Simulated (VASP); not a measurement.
A convergence study with VASP on Sb (space group R-3m): a few settings are varied, all else stays as given below, so the limit is that of these other settings.

```yaml
crystal:
  lattice:
    - [3.97713, -2.16578, 0.00000]
    - [3.97713, 2.16578, 0.00000]
    - [2.79774, 0.00000, 3.56101]
  atoms:
    - { symbol: Sb, position: [0.23791, 0.23791, 0.23791] }
    - { symbol: Sb, position: [0.76650, 0.76650, 0.76650] }
```

The numbers are results of PBEsol GGA, VASP's PBE PAW potentials (set 64) (plane waves; VASP), not measurements. The last row used: 300 eV cut-off, 18×18×18 Γ-centred mesh shifted by (0.5, 0.5, 0.5), Fermi-Dirac smearing of 0.10 eV, potentials Sb.

```csv
setting,E (eV/atom),pressure (GPa),largest force (eV/Å),irreducible k-points
2×2×2 mesh,-4.7614,-0.01,0.267,2
3×3×3 mesh,-4.5375,-1.04,0.786,6
4×4×4 mesh,-4.5596,-1.12,0.366,10
5×5×5 mesh,-4.5696,-1.18,0.281,19
6×6×6 mesh,-4.5651,-1.35,0.167,28
7×7×7 mesh,-4.5578,-1.32,0.148,44
8×8×8 mesh,…,…,…,60
9×9×9 mesh,…,-1.32,…,85
10×10×10 mesh,-4.5552,-1.33,0.098,110
11×11×11 mesh,-4.5540,-1.31,0.095,146
12×12×12 mesh,-4.5540,-1.32,0.085,182
13×13×13 mesh,-4.5531,-1.32,0.086,231
15×15×15 mesh,-4.5526,-1.31,0.082,344
16×16×16 mesh,-4.5523,-1.32,0.081,408
18×18×18 mesh,-4.5520,-1.31,0.082,570
```

Task: Fill in the missing entries.

Result: 
- 8×8×8 mesh, E (eV/atom): -4.5581
- 8×8×8 mesh, pressure (GPa): -1.29
- 8×8×8 mesh, largest force (eV/Å): 0.125
- 9×9×9 mesh, E (eV/atom): -4.5562
- 9×9×9 mesh, largest force (eV/Å): 0.104

Left out are rungs that failed or repeat a setting and relaxations that didn't move; long series are thinned to 24 rows.

The structure is a typed Sb crystal (space group no. 166). The cell was not relaxed at this level, forces remain on its atoms.
